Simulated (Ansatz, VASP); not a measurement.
**BaOs: VASP beside Ansatz**

File INCAR:

```
SYSTEM = BaOs
PREC = Accurate ; ENCUT = 520
EDIFF = 1E-6 ; ISMEAR = 0
SIGMA = 0.05 ; LREAL = .FALSE.
LASPH = .TRUE. ; NELM = 80
ALGO = Normal ; ISIF = 2
LWAVE = .FALSE. ; LCHARG = .TRUE.
GGA = PS ; LELF = .TRUE.
LVHAR = .TRUE. ; NBANDS = 16
```

The input KPOINTS:

```
regular mesh
0
G
  8 8 8
  0 0 0
```

File POSCAR:

```
BaOs
1.0
    3.6269712723      0.0000000000      0.0000000000
    0.0000000000      3.6269712723      0.0000000000
    0.0000000000      0.0000000000      3.6269712723
Ba Os
1 1
Direct
    0.0000000000      0.0000000000      0.0000000000
    0.5000000000      0.5000000000      0.5000000000
```

Input for Ansatz:

```yaml
crystal:
  lattice:
    - [3.6269712723, 0.0, 0.0]
    - [0.0, 3.6269712723, 0.0]
    - [0.0, 0.0, 3.6269712723]
  atoms:
    - { symbol: Ba, position: [0.0, 0.0, 0.0] }
    - { symbol: Os, position: [0.5, 0.5, 0.5] }
basis:
  ecutwfc: 420
  ecutrho_ratio: 4
kpoints:
  mp_grid: { grid: [8, 8, 8] }
hamiltonian:
  xc: pbesol
scf:
  occupations: { method: gaussian, width: 0.05 }
output:
  forces: true
  stress: true
  eigenvalues: true
```

Alike in both runs: task single point; functional PBEsol; k mesh 8 × 8 × 8; occupations gaussian, width 0.05 eV; no spin polarisation.

```csv
,VASP,Ansatz
version,VASP 6.6.1,Ansatz 0.2.0
potentials or method,"VASP PAW PBE potentials, release 64 (Ba_sv, Os)","scalar-relativistic, plane waves, PAW"
plane-wave cutoff (eV),520,420
valence electrons in the cell,18,26
```

|  | VASP | Ansatz | Ansatz less VASP |
| --- | --- | --- | --- |
| gap on the k mesh at the Fermi level (eV) | none | none | - |
| pressure (GPa) | 2.9 | 0.2 | -2.72 |

A gap of «none» marks a metal or a gap that the smearing closes. The two sets of potentials don't hold the same shells in valence.

Caveats: the PAW data sets were made with another functional, which shifts forces and pressure a little (VASP). Spin-orbit coupling is left out, which matters for the levels of Ba, Os.
